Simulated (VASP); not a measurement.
Given:

```
CELL_PARAMETERS angstrom
      0.00000     2.47956     2.47956
      2.47956     0.00000     2.47956
      2.47956     2.47956     0.00000
ATOMIC_POSITIONS crystal
  Gd 0.00000 0.00000 0.00000
  N  0.50000 0.50000 0.50000
```

Computed with PBE GGA, VASP's PBE PAW potentials (set 64) (plane waves; VASP 6.6.1). Numerical set-up: 600 eV cut-off, 12×12×12 Γ-centred mesh, first-order Methfessel-Paxton smearing of 0.10 eV, potentials Gd_3 N.

The 4f electrons are frozen in the core of the lanthanide potential, so 4f levels, which can set the real gap, and their magnetism are missing.

Question: Estimate the energy per atom (σ→0), pressure, band gap (on the k-mesh) with the smallest direct gap where there is one.

Answer: 
```
Quantity                                                    Result
------------------------  ----------------------------------------
band gap (on the k-mesh)  none (metal, semimetal or under 0.01 eV)
energy per atom (σ→0)                               -8082 meV/atom
pressure                                                  1.99 GPa
```

The absolute energy has meaning only against runs of the same code, potentials and settings.

The compound is GdN in the rock salt structure. It was relaxed first under an external pressure of 2 GPa.
